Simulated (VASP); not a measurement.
## Bismuth: the relaxed cell at several levels of theory

Aim: relax Bismuth at several levels of theory and compare the cells. The starting structure is a measured crystal structure from the Crystallography Open Database. The first relaxation on each setting starts from this cell expanded by 3 % in volume.

Calculated with VASP 6.6.1; Kohn-Sham DFT with plane waves and PAW; PBEsol, LDA, PBE, PBEsol + D3(BJ) and r2SCAN.

### Step 1. Set-up

Symmetry: R-3m, No. 166, trigonal system. Conventional cell: a = 4.546 Å, b = 4.546 Å, c = 11.862 Å, α = 90.00°, β = 90.00°, γ = 120.00°. Nearest to Bi lie 3 Bi at 3.07 Å.

As a file:

```cif
data_structure
_symmetry_space_group_name_H-M 'R-3m:H'
_symmetry_Int_Tables_number 166
_cell_length_a 4.5460
_cell_length_b 4.5460
_cell_length_c 11.8620
_cell_angle_alpha 90.000
_cell_angle_beta 90.000
_cell_angle_gamma 120.000
_cell_volume 212.30
loop_
_atom_site_label
_atom_site_type_symbol
_atom_site_symmetry_multiplicity
_atom_site_Wyckoff_symbol
_atom_site_fract_x
_atom_site_fract_y
_atom_site_fract_z
_atom_site_occupancy
Bi1 Bi 6 c 0.00000 0.00000 0.76611 1
```

### Step 2. Relaxation with PBEsol

PBEsol restores the gradient expansion of exchange and is tuned for the cells of solids. This run starts from the cell of an earlier relaxation, which isn't shown; the restart sets up the plane waves anew.

File INCAR:

```
SYSTEM = Bi
PREC = Accurate
ENCUT = 450
EDIFF = 1E-06
NELM = 100
ISMEAR = 1
SIGMA = 0.15
LREAL = .FALSE.
ALGO = Normal
GGA = PS
NBANDS = 21
LORBIT = 11
LWAVE = .FALSE.
LCHARG = .FALSE.
KPAR = 4
IBRION = 2
NSW = 50
ISIF = 3
EDIFFG = -0.006
```

File POSCAR:

```
Bi
1.0
    2.2625617728      1.3062906486      3.8818468303
   -2.2625617728      1.3062906486      3.8818468303
    0.0000000000     -2.6125812972      3.8818468303
Bi
2
Direct
    0.7632337183      0.7632337183      0.7632337183
    0.2367662817      0.2367662817      0.2367662817
```

File KPOINTS:

```
Automatic mesh
0
Gamma
12 12 12
0 0 0
```

Potentials, in the order of the species: Bi_d (PBE family, release 64).

Command:

```
mpirun -np 4 vasp_std
```

Log:

```text
[banner, memory and clock lines left out]
running    4 mpi-ranks, on    1 nodes
 distrk:  each k-point on    1 cores,    4 groups
 distr:  one band on    1 cores,    1 groups

 POSCAR found type information on POSCAR Bi
 POSCAR found :  1 types and       2 ions
|                                                                             |
|               ----> ADVICE to this user running VASP <----                  |
|                                                                             |
|     You enforced a specific xc type in the INCAR file but a different       |
|     [... a line on the potential file left out ...]
|     I HOPE YOU KNOW WHAT YOU ARE DOING!                                     |
|                                                                             |

 LDA part: xc-table for (Slater+PW92), standard interpolation
 POSCAR, INCAR and KPOINTS ok, starting setup
 FFT: planning ... GRIDC
 FFT: planning ... GRID_SOFT
 FFT: planning ... GRID
 WAVECAR not read
 entering main loop
       N       E                     dE             d eps       ncg     rms          rms(c)
DAV:   1     0.289949394294E+03    0.28995E+03   -0.15257E+04  7954   0.158E+03
DAV:   2     0.152870995198E+02   -0.27466E+03   -0.26884E+03  8078   0.420E+02
DAV:   3    -0.780497081063E+01   -0.23092E+02   -0.22808E+02  9456   0.141E+02
DAV:   4    -0.858846371524E+01   -0.78349E+00   -0.78300E+00  9634   0.289E+01
DAV:   5    -0.862087981723E+01   -0.32416E-01   -0.32415E-01 11076   0.520E+00    0.105E+00
DAV:   6    -0.860954511141E+01    0.11335E-01   -0.20758E-02 10426   0.166E+00    0.611E-01
DAV:   7    -0.860516548463E+01    0.43796E-02   -0.13130E-02 10103   0.138E+00    0.119E-01
DAV:   8    -0.860512617981E+01    0.39305E-04   -0.14177E-03  9119   0.470E-01    0.170E-02
DAV:   9    -0.860513396510E+01   -0.77853E-05   -0.56955E-05 12050   0.625E-02    0.840E-03
DAV:  10    -0.860513317549E+01    0.78961E-06   -0.27254E-06  7630   0.141E-02
   1 F= -.86051332E+01 E0= -.86052418E+01  d E =-.860513E+01
 curvature:   0.00 expect dE= 0.000E+00 dE for cont linesearch  0.000E+00
 trial: gam= 0.00000 g(F)=  0.691E-07 g(S)=  0.528E-05 ort = 0.000E+00 (trialstep = 0.100E+01)
 search vector abs. value=  0.535E-05
 reached required accuracy - stopping structural energy minimisation
```

The job ended after 50 s (4 MPI ranks of AMD EPYC 7R43, shared host; peak memory 1 GiB).

Lines that name or quote the potential files are left out of all logs, and their timing lines are given in words.

Parts of OUTCAR (step 2):

```text
ion  position               nearest neighbor table
   1  0.763  0.763  0.763-   2 3.08   2 3.08   2 3.08   2 3.45   2 3.45   2 3.45
   2  0.237  0.237  0.237-   1 3.08   1 3.08   1 3.08   1 3.45   1 3.45   1 3.45

  LATTYP: Found a trigonal (rhomboedric) cell.
 ALAT       =     4.6791362289
 COS(alpha) =     0.5323730770

 Subroutine GETGRP returns: Found 12 space group operations
 (whereof 12 operations were pure point group operations)

The static configuration has the point symmetry D_3d.

 Found    189 irreducible k-points:

   k-points           NKPTS =    189   k-points in BZ     NKDIM =    189   number of bands    NBANDS=     21

   dimension x,y,z NGX =    32 NGY =   32 NGZ =   32
   dimension x,y,z NGXF=    64 NGYF=   64 NGZF=   64

   ENCUT  =  450.0 eV  33.07 Ry    5.75 a.u.   8.09  8.09  8.09*2*pi/ulx,y,z

   NELECT =      30.0000    total number of electrons

 k-points in reciprocal lattice and weights: Automatic mesh
   0.00000000  0.00000000  0.00000000       0.001
   0.08333333 -0.00000000  0.00000000       0.003
   0.16666667 -0.00000000 -0.00000000       0.003
   0.25000000  0.00000000 -0.00000000       0.003
   0.33333333 -0.00000000 -0.00000000       0.003
   0.41666667 -0.00000000  0.00000000       0.003
   0.50000000  0.00000000 -0.00000000       0.002
   0.08333333  0.08333333  0.00000000       0.003
   0.16666667  0.08333333 -0.00000000       0.007
[...]
-0.41666667  0.50000000  0.41666667       0.003
   0.50000000  0.50000000  0.50000000       0.001

 average (electrostatic) potential at core
       1-104.1310       2-104.1310

 E-fermi :   6.3912

 k-point     1 :       0.0000    0.0000    0.0000
  band No.  band energies     occupation
    ...
     11      -6.7913      2.00000
     12      -0.9988      2.00000
     13       4.9020      2.00000
     14       5.1685      2.00000
     15       5.1685      2.00000
     16       9.1414     -0.00000
     17       9.4588      0.00000
     18       9.4588      0.00000
     19      11.9132      0.00000
     20      12.0862      0.00000
    ...

 k-point     2 :       0.0833   -0.0000    0.0000
  band No.  band energies     occupation
    ...
     11      -6.7246      2.00000
     12      -1.1625      2.00000
     13       4.9370      2.00000
     14       5.1707      2.00000
     15       5.1824      2.00000
     16       8.9835     -0.00000
     17       9.1153     -0.00000
     18       9.2670     -0.00000
     19      11.6117      0.00000
     20      11.8874      0.00000
    ...

 k-point     3 :       0.1667   -0.0000   -0.0000
  band No.  band energies     occupation
    ...
     11      -6.5260      2.00000
     12      -1.6117      2.00000
     13       5.0056      2.00000
     14       5.1829      2.00000
     15       5.2438      2.00000
     16       8.3099     -0.00000
     17       8.6662     -0.00000
     18       8.7936     -0.00000
     19      11.3767      0.00000
     20      12.0540      0.00000
    ...

  Total        0.0092154      0.0092154      0.0070060      0.0000000      0.0000000      0.0000000
  in kB        0.2144830      0.2144830      0.1630622      0.0000000      0.0000000      0.0000000
  external PRESSURE =       0.1973427 kB  Pullay stress =       0.0000000 kB

  energy-cutoff  :      450.00
  volume of cell :       68.84
      direct lattice vectors                 reciprocal lattice vectors
     2.262561773  1.306290649  3.881846830     0.220988442  0.127587736  0.085869780
    -2.262561773  1.306290649  3.881846830    -0.220988442  0.127587736  0.085869780
     0.000000000 -2.612581297  3.881846830     0.000000000 -0.255175472  0.085869780

 POSITION                                       TOTAL-FORCE (eV/Angst)
 -----------------------------------------------------------------------------------
      0.00000      0.00000      8.88827         0.000000     -0.000000     -0.000846
      0.00000      0.00000      2.75727         0.000000      0.000000      0.000846
 -----------------------------------------------------------------------------------
    total drift:                                0.000000      0.000000     -0.000000

  FREE ENERGIE OF THE ION-ELECTRON SYSTEM (eV)
  ---------------------------------------------------
  free  energy   TOTEN  =        -8.6051331755 eV

  energy  without entropy=       -8.6054589220  energy(sigma->0) =       -8.60524176

 reached required accuracy - stopping structural energy minimisation

 total charge
# of ion       s       p       d       tot
------------------------------------------
    1        1.525   1.355   9.914  12.795
    2        1.525   1.355   9.914  12.795
--------------------------------------------------
tot          3.050   2.711  19.829  25.590

[... 3 further parts left out ...]
```

The PAW data sets were made with PBE, which is usual practice but a small mismatch for other functionals. The run keeps the 12 symmetry operations of its start, so it cannot find a distortion of lower symmetry.

With PBEsol the relaxed cell holds 34.419 Å³ an atom, -2.72 % against the measured cell, with a = 4.525 Å and c = 11.646 Å.

### Step 3. Relaxation with LDA

LDA, the lowest rung, knows the local density alone. This run starts from the cell of an earlier relaxation, which isn't shown; the restart sets up the plane waves anew.

Edit INCAR of step 2 so:

```diff
@@ -9,3 +9,3 @@
 ALGO = Normal
-GGA = PS
+GGA = CA
 NBANDS = 21
```

File POSCAR:

```
Bi
1.0
    2.2491004686      1.2985187610      3.8308154764
   -2.2491004686      1.2985187610      3.8308154764
    0.0000000000     -2.5970375220      3.8308154764
Bi
2
Direct
    0.7626721948      0.7626721948      0.7626721948
    0.2373278052      0.2373278052      0.2373278052
```

KPOINTS is that of step 2.

The projector-augmented-wave data sets are Bi_d (LDA family, release 64).

Command:

```
mpirun -np 4 vasp_std
```

Log:

```text
[banner, memory and clock lines left out]
running    4 mpi-ranks, on    1 nodes
[...]
LDA part: xc-table for (Slater(with rela. corr.)+CA(PZ))
 , standard interpolation
 POSCAR, INCAR and KPOINTS ok, starting setup
[...]
entering main loop
       N       E                     dE             d eps       ncg     rms          rms(c)
DAV:   1     0.293273039018E+03    0.29327E+03   -0.15278E+04  7948   0.159E+03
DAV:   2     0.152178523596E+02   -0.27806E+03   -0.27199E+03  8083   0.424E+02
DAV:   3    -0.831729027434E+01   -0.23535E+02   -0.23264E+02  9359   0.143E+02
DAV:   4    -0.911300974385E+01   -0.79572E+00   -0.79514E+00  9568   0.291E+01
[...]
DAV:   8    -0.912584434915E+01    0.78284E-04   -0.12044E-03  9033   0.428E-01    0.173E-02
DAV:   9    -0.912585013656E+01   -0.57874E-05   -0.51513E-05 11852   0.561E-02    0.711E-03
DAV:  10    -0.912584992352E+01    0.21305E-06   -0.22039E-06  7722   0.130E-02
   1 F= -.91258499E+01 E0= -.91259944E+01  d E =-.912585E+01
[... from here on, the cycles between the ionic steps are left out ...]
   2 F= -.91258502E+01 E0= -.91259953E+01  d E =-.259978E-06
   3 F= -.91258553E+01 E0= -.91260001E+01  d E =-.535368E-05
   4 F= -.91258538E+01 E0= -.91259985E+01  d E =-.389492E-05
[...]
reached required accuracy - stopping structural energy minimisation
```

Elapsed: 2.8 min, on 4 MPI ranks; peak memory 1 GiB; 11 min of CPU time.

Parts of OUTCAR (step 3):

```text
  Total       -0.0079120     -0.0079120     -0.0035027      0.0000000     -0.0000000      0.0000000
  in kB       -0.1887837     -0.1887837     -0.0835768      0.0000000     -0.0000000      0.0000000
  external PRESSURE =      -0.1537148 kB  Pullay stress =       0.0000000 kB

 POSITION                                       TOTAL-FORCE (eV/Angst)
 -----------------------------------------------------------------------------------
      0.00000      0.00000      8.76603         0.000000     -0.000000     -0.003504
      0.00000      0.00000      2.72786         0.000000      0.000000      0.003504
 -----------------------------------------------------------------------------------
    total drift:                                0.000000      0.000000     -0.000000

  FREE ENERGIE OF THE ION-ELECTRON SYSTEM (eV)
  ---------------------------------------------------
  free  energy   TOTEN  =        -9.1258538184 eV

  energy  without entropy=       -9.1262877907  energy(sigma->0) =       -9.12599848

[... 2 parts as in an earlier step ...]

[... 2 further parts left out ...]
[key lines of the parts left out:]
E-fermi :   6.6142
```

With LDA the relaxed cell holds 33.574 Å³ an atom, -5.11 % against the measured cell, with a = 4.499 Å and c = 11.494 Å. That is -2.46 % from PBEsol.

### Step 4. Relaxation with PBE

PBE, the usual starting point, adds the gradient of the density.

Edit INCAR of step 3 so:

```diff
@@ -9,3 +9,3 @@
 ALGO = Normal
-GGA = CA
+GGA = PE
 NBANDS = 21
```

File POSCAR:

```
Bi
1.0
    2.2955064142      1.3253112462      3.9931510610
   -2.2955064142      1.3253112462      3.9931510610
    0.0000000000     -2.6506224923      3.9931510610
Bi
2
Direct
    0.7661100000      0.7661100000      0.7661100000
    0.2338900000      0.2338900000      0.2338900000
```

KPOINTS is that of step 3.

The projector-augmented-wave data sets are Bi_d (PBE family, release 64).

Command:

```
mpirun -np 4 vasp_std
```

Log:

```text
[banner, memory and clock lines left out]
running    4 mpi-ranks, on    1 nodes
[...]
LDA part: xc-table for (Slater+PW92), standard interpolation
 POSCAR, INCAR and KPOINTS ok, starting setup
[...]
entering main loop
       N       E                     dE             d eps       ncg     rms          rms(c)
DAV:   1     0.290351371216E+03    0.29035E+03   -0.15201E+04  7946   0.155E+03
DAV:   2     0.165197247196E+02   -0.27383E+03   -0.26799E+03  8078   0.419E+02
DAV:   3    -0.694327938795E+01   -0.23463E+02   -0.23161E+02  9443   0.142E+02
DAV:   4    -0.774003035216E+01   -0.79675E+00   -0.79628E+00  9530   0.292E+01
[...]
DAV:   8    -0.777271384666E+01   -0.19191E-03   -0.15598E-03  9128   0.458E-01    0.222E-02
DAV:   9    -0.777273518703E+01   -0.21340E-04   -0.57668E-05 11469   0.607E-02    0.109E-02
DAV:  10    -0.777273475537E+01    0.43167E-06   -0.77329E-06  7412   0.239E-02
   1 F= -.77727348E+01 E0= -.77729174E+01  d E =-.777273E+01
[... from here on, the cycles between the ionic steps are left out ...]
   2 F= -.77736724E+01 E0= -.77738471E+01  d E =-.937681E-03
   3 F= -.77738477E+01 E0= -.77740251E+01  d E =-.111290E-02
   4 F= -.77741404E+01 E0= -.77743070E+01  d E =-.292735E-03
   5 F= -.77743365E+01 E0= -.77744817E+01  d E =-.488856E-03
   6 F= -.77743942E+01 E0= -.77745413E+01  d E =-.576525E-04
   7 F= -.77744688E+01 E0= -.77746220E+01  d E =-.132299E-03
   8 F= -.77744801E+01 E0= -.77746363E+01  d E =-.113377E-04
   9 F= -.77744874E+01 E0= -.77746424E+01  d E =-.185735E-04
[...]
reached required accuracy - stopping structural energy minimisation
```

Wall time 11 min (4 MPI ranks); peak memory 1.2 GiB; 46 min of CPU time.

From OUTCAR (step 4):

```text
  Total        0.0009669      0.0009669     -0.0002395      0.0000000     -0.0000000      0.0000000
  in kB        0.0210089      0.0210089     -0.0052045      0.0000000     -0.0000000      0.0000000
  external PRESSURE =       0.0122711 kB  Pullay stress =       0.0000000 kB

 POSITION                                       TOTAL-FORCE (eV/Angst)
 -----------------------------------------------------------------------------------
      0.00000      0.00000      9.32133         0.000000      0.000000      0.000733
      0.00000      0.00000      2.84318         0.000000     -0.000000     -0.000733
 -----------------------------------------------------------------------------------
    total drift:                               -0.000000      0.000000      0.000000

  FREE ENERGIE OF THE ION-ELECTRON SYSTEM (eV)
  ---------------------------------------------------
  free  energy   TOTEN  =        -7.7744873847 eV

  energy  without entropy=       -7.7749523579  energy(sigma->0) =       -7.77464238

[... 2 parts as in an earlier step ...]

[... 2 further parts left out ...]
[key lines of the parts left out:]
E-fermi :   5.7798
```

Logs of long relaxations may skip ionic steps without a mark.

With PBE the relaxed cell holds 36.869 Å³ an atom, +4.20 % against the measured cell, with a = 4.582 Å and c = 12.165 Å. That is +7.12 % from PBEsol.

(Continued in part 2 of 2.)

[Lines on the potential files, build, host, timing and source positions are cut from VASP's logs without a mark.]

[Logs are printed without paths, hosts, clocks, repeated set-up lines and the standing remarks that a program may print on its own settings, such as how far it seeks lower states.]

[Hosts, paths, dates, database ids (printed as entryN), source tags and the programs' standing remarks are cut or masked in the printed files.]
